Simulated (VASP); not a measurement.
The system is Ga2SnSe.

```
Ga Sn Se
1.0
     3.88322    0.00000    0.00000
    -1.94161    3.36297    0.00000
     0.00000    0.00000   15.68600
Ga Sn Se
4 2 2
Cartesian
  0.0000 0.0000 1.2540
  0.0000 0.0000 14.4320
  0.0000 2.2420 7.0610
  1.9416 1.1210 8.6250
  0.0000 2.2420 10.4320
  1.9416 1.1210 5.2540
  0.0000 2.2420 2.4410
  1.9416 1.1210 13.2450
```

The cell was built by a generator and needn't be a form met in nature.

- Program: VASP 6.6.1
- Task: relaxation of cell and atoms
- Functional: PBE
- Potentials or basis: VASP PAW PBE potentials, release 64 (Ga_d, Sn_d, Se)
- Cutoff: 520 eV
- k mesh: 10 × 10 × 2
- Occupations: gaussian, width 0.1 eV
- Spin: no spin polarisation

At the start: pressure -0.6 GPa; volume 25.61 Å³/atom.

Question: How do energy, volume and symmetry change on relaxing?

Answer: Over 27 steps the energy falls by 34.6 meV/atom and the volume is 27.56 Å³/atom (+7.6 %); space group P-3m1 (No. 164, to 0.05 Å).

Step by step:
| step | energy change (eV) | largest force (eV/Å) | pressure (GPa) | volume (Å³) |
| --- | --- | --- | --- | --- |
| 1 | 0.0000 | 0.4826 | -0.63 | 204.85 |
| 2 | -0.0585 | 0.4064 | 0.21 | 201.88 |
| 3 | -0.0915 | 0.3667 | 1.39 | 198.13 |
| 4 | -0.1366 | 0.3188 | 1.09 | 200.24 |
| 5 | -0.1719 | 0.2765 | 0.69 | 203.24 |
| 6 | -0.1497 | 0.3724 | 0.06 | 209.25 |
| 7 | -0.1783 | 0.3086 | 0.45 | 205.14 |
| 8 | -0.2016 | 0.1966 | 0.02 | 207.70 |
| 9 | -0.2053 | 0.2321 | -0.20 | 209.25 |
| 10 | -0.2168 | 0.2111 | -0.13 | 209.20 |
| 11 | -0.2370 | 0.1349 | 0.16 | 209.00 |
| 12 | -0.2074 | 0.2838 | 0.97 | 208.45 |
| 13 | -0.2394 | 0.1283 | 0.32 | 208.91 |
| 14 | -0.2479 | 0.2161 | -0.07 | 211.68 |
| 15 | -0.2490 | 0.2679 | -0.30 | 213.33 |
| 16 | -0.2542 | 0.2378 | -0.29 | 213.99 |
| 17 | -0.2654 | 0.1499 | -0.16 | 215.97 |
| 18 | -0.2682 | 0.1408 | 0.15 | 219.95 |
| 19 | -0.2702 | 0.0915 | 0.01 | 218.40 |
| 20 | -0.2726 | 0.0773 | 0.01 | 218.82 |
| 21 | -0.2747 | 0.0939 | 0.02 | 219.46 |
| 22 | -0.2731 | 0.1556 | 0.05 | 220.72 |
| 23 | -0.2751 | 0.1121 | 0.00 | 219.83 |
| 24 | -0.2764 | 0.0425 | 0.00 | 220.31 |
| 25 | -0.2764 | 0.0259 | 0.01 | 220.26 |
| 26 | -0.2767 | 0.0130 | 0.02 | 220.42 |
| 27 | -0.2767 | 0.0084 | 0.02 | 220.49 |

Final structure:
```
Ga Sn Se
1.0
     3.94394    0.00000    0.00000
    -1.97197    3.41556    0.00000
     0.00000    0.00000   16.36826
Ga Sn Se
4 2 2
Direct
  0.00000 0.00000 0.07537
  0.00000 0.00000 0.92463
  0.33333 0.66667 0.46117
  0.66667 0.33333 0.53883
  0.33333 0.66667 0.64230
  0.66667 0.33333 0.35770
  0.33333 0.66667 0.14347
  0.66667 0.33333 0.85653
```

Caveat: this functional lacks dispersion, which binds the layers, so the pressure and a relaxed spacing across them are unreliable.
